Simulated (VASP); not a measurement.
Level of theory: r2SCAN meta-GGA, VASP's PBE PAW potentials (set 64) (plane waves; VASP 6.6.1).

Input for VASP

POSCAR:
```
SrVO3
3.7551310
  0.9999999610   0.0000000000   0.0000000000
  0.0000000000   0.9999999610   0.0000000000
  0.0000000000   0.0000000000   0.9999999610
Sr V O
1 1 3
Cartesian
  0.0000000000   0.0000000000   0.0000000000
  0.4999999805   0.4999999805   0.4999999805
  0.4999999805   0.0000000000   0.4999999805
  0.0000000000   0.4999999805   0.4999999805
  0.4999999805   0.4999999805   0.0000000000
```

File KPOINTS:
```
Automatic mesh
0
Gamma
8 8 8
0 0 0
```

INCAR:
```
# general
SYSTEM  = SrVO3
PREC    = Accurate
ENCUT   = 520
LREAL   = .FALSE.
LASPH   = .TRUE.

# electronic loop
EDIFF   = 1E-7
NELM    = 100
ALGO    = Normal
LMAXMIX = 4
LMIXTAU = .TRUE.

# smearing
ISMEAR  = 1
SIGMA   = 0.1

# functional
METAGGA = R2SCAN

# ions
ISIF    = 2

# output
LWAVE   = .FALSE.
LCHARG  = .FALSE.
```

POTCAR, in this order: Sr_sv V_sv O (PBE.64 set). Program: vasp_std.

Output

### OUTCAR
```
 ion  position               nearest neighbor table
   1  0.000  0.000  0.000-   3 2.66   4 2.66   5 2.66   3 2.66   4 2.66   4 2.66   5 2.66   4 2.66
                             3 2.66   5 2.66   3 2.66   5 2.66   2 3.25   2 3.25   2 3.25   2 3.25
   2  0.500  0.500  0.500-   3 1.88   4 1.88   5 1.88   5 1.88   3 1.88   4 1.88   1 3.25   1 3.25
                             1 3.25   1 3.25   1 3.25   1 3.25   1 3.25   1 3.25
   3  0.500  0.000  0.500-   2 1.88   2 1.88   1 2.66   1 2.66   1 2.66   1 2.66
   4  0.000  0.500  0.500-   2 1.88   2 1.88   1 2.66   1 2.66   1 2.66   1 2.66
   5  0.500  0.500  0.000-   2 1.88   2 1.88   1 2.66   1 2.66   1 2.66   1 2.66
  LATTYP: Found a simple cubic cell.
 ALAT       =     3.7551308536
 Subroutine PRICEL returns:
 Original cell was already a primitive cell.
 Subroutine GETGRP returns: Found 48 space group operations
The static configuration has the point symmetry O_h .
The dynamic configuration has the point symmetry O_h .
 Subroutine INISYM returns: Found 48 space group operations
 Subroutine IBZKPT returns following result:
 Found     35 irreducible k-points:

 Following reciprocal coordinates:
            Coordinates               Weight
  0.000000  0.000000  0.000000      1.000000
  0.125000  0.000000  0.000000      6.000000
  0.250000  0.000000  0.000000      6.000000
  0.375000  0.000000  0.000000      6.000000
...
```

### OSZICAR
```
       N       E                     dE             d eps       ncg     rms          rms(c)
DAV:   1     0.437793634182E+03    0.43779E+03   -0.24805E+04  1680   0.185E+03
DAV:   2    -0.572808957435E+02   -0.49507E+03   -0.49058E+03  2088   0.514E+02
DAV:   3    -0.846388588462E+02   -0.27358E+02   -0.27163E+02  1808   0.131E+02
DAV:   4    -0.855839900016E+02   -0.94513E+00   -0.94399E+00  3064   0.206E+01
DAV:   5    -0.855925866624E+02   -0.85967E-02   -0.85881E-02  1952   0.147E+00    0.472E+01
DAV:   6    -0.627582959255E+02    0.22834E+02   -0.73000E+01  2272   0.798E+01    0.168E+01
DAV:   7    -0.619922189750E+02    0.76608E+00   -0.12512E+01  1816   0.353E+01    0.146E+01
DAV:   8    -0.623459451949E+02   -0.35373E+00   -0.36720E+00  1880   0.166E+01    0.320E+00
DAV:   9    -0.619746012427E+02    0.37134E+00   -0.11355E+00  1880   0.991E+00    0.164E+00
DAV:  10    -0.620914005739E+02   -0.11680E+00   -0.29789E-01  1808   0.477E+00    0.874E-01
DAV:  11    -0.621840723339E+02   -0.92672E-01   -0.32134E-02  1888   0.151E+00    0.438E-01
DAV:  12    -0.621760715990E+02    0.80007E-02   -0.44037E-03  1952   0.545E-01    0.309E-01
DAV:  13    -0.622005180933E+02   -0.24446E-01   -0.12898E-02  1688   0.115E+00    0.391E-02
DAV:  14    -0.622009629622E+02   -0.44487E-03   -0.43334E-04  2200   0.207E-01    0.341E-02
DAV:  15    -0.622008722123E+02    0.90750E-04   -0.69008E-05  2000   0.766E-02    0.284E-02
DAV:  16    -0.622009618734E+02   -0.89661E-04   -0.51353E-05  1760   0.677E-02    0.898E-03
DAV:  17    -0.622009688815E+02   -0.70081E-05   -0.89771E-06  2064   0.278E-02    0.453E-03
DAV:  18    -0.622009688230E+02    0.58486E-07   -0.10201E-06  2024   0.959E-03    0.351E-03
DAV:  19    -0.622009689337E+02   -0.11067E-06   -0.26746E-07  1304   0.520E-03    0.229E-03
DAV:  20    -0.622009690306E+02   -0.96919E-07   -0.16327E-07   992   0.324E-03
   1 F= -.62200969E+02 E0= -.62200363E+02  d E =-.181906E-02
```

OUTCAR:
```
------------------------ aborting loop because EDIFF is reached ----------------------------------------
  FORCE on cell =-STRESS in cart. coord.  units (eV):
  Direction    XX          YY          ZZ          XY          YZ          ZX
  --------------------------------------------------------------------------------------
  Total        4.7739939      4.7739939      4.7739939      0.0000000      0.0000000     -0.0000000
  in kB      144.4498901    144.4498901    144.4498901      0.0000000      0.0000000     -0.0000000
  external PRESSURE =     144.4498901 kB  Pullay stress =       0.0000000 kB
  volume of cell :       52.95
      direct lattice vectors                 reciprocal lattice vectors
     3.755130854  0.000000000  0.000000000     0.266302304  0.000000000  0.000000000
     0.000000000  3.755130854  0.000000000     0.000000000  0.266302304  0.000000000
     0.000000000  0.000000000  3.755130854     0.000000000  0.000000000  0.266302304
 POSITION                                       TOTAL-FORCE (eV/Angst)
 -----------------------------------------------------------------------------------
      0.00000      0.00000      0.00000         0.000000      0.000000      0.000000
      1.87757      1.87757      1.87757         0.000000      0.000000      0.000000
      1.87757      0.00000      1.87757         0.000000      0.000000      0.000000
      0.00000      1.87757      1.87757         0.000000      0.000000      0.000000
      1.87757      1.87757      0.00000         0.000000      0.000000      0.000000
 -----------------------------------------------------------------------------------
    total drift:                                0.000000      0.000000      0.000000
  FREE ENERGIE OF THE ION-ELECTRON SYSTEM (eV)
  ---------------------------------------------------
  free  energy   TOTEN  =       -62.2009690306 eV

  energy  without entropy=      -62.1991499732  energy(sigma->0) =      -62.20036268
```
(Selected blocks of OUTCAR.)

**OUTCAR**
```
 val. band max:        7.1612905567   @ k =   0.2500   0.2500   0.0000

 cond. band min:       7.2275386322   @ k =   0.2500   0.0000   0.0000


 Fermi energy:         7.2261692542

 k-point     1 :       0.0000    0.0000    0.0000
  band No.  band energies     occupation
      1     -61.5445      2.00000
      2     -34.2857      2.00000
      3     -34.2857      2.00000
      4     -34.2857      2.00000
      5     -28.8684      2.00000
      6     -14.4791      2.00000
      7     -13.2541      2.00000
      8     -13.2541      2.00000
      9     -10.2851      2.00000
     10     -10.2851      2.00000
     11     -10.2851      2.00000
     12       1.2289      2.00000
     13       1.2289      2.00000
     14       1.2289      2.00000
     15       3.1470      2.00000
     16       3.1470      2.00000
     17       3.1470      2.00000
     18       4.1737      2.00000
     19       4.1737      2.00000
     20       4.1737      2.00000
     21       6.0154      2.00000
     22       6.0154      2.00000
     23       6.0154      2.00000
     24       8.5870     -0.00000

 k-point     2 :       0.1250    0.0000    0.0000
  band No.  band energies     occupation
      1     -61.5443      2.00000
      2     -34.2938      2.00000
      3     -34.2853      2.00000
      4     -34.2853      2.00000
      5     -28.8615      2.00000
      6     -14.4782      2.00000
      7     -13.2637      2.00000
      8     -13.2467      2.00000
      9     -10.2734      2.00000
     10     -10.2734      2.00000
     11     -10.1739      2.00000
     12       0.9811      2.00000
     13       1.2120      2.00000
     14       1.2120      2.00000
     15       2.8959      2.00000
     16       2.8959      2.00000
     17       2.9872      2.00000
     18       3.6435      2.00000
     19       4.0368      2.00000
     20       4.0368      2.00000
     21       6.0354      2.00000
     22       6.4354      2.00000
     23       6.4354      2.00000
     24       8.5951     -0.00000
...
```

The compound is SrVO3 in the cubic perovskite structure. This cell is one point of a volume scan, at 0.94 of the reference volume. The run is not spin-polarised, so no magnetic state was tried. The electron count is odd and the run is not spin-polarised, which forces a metal.
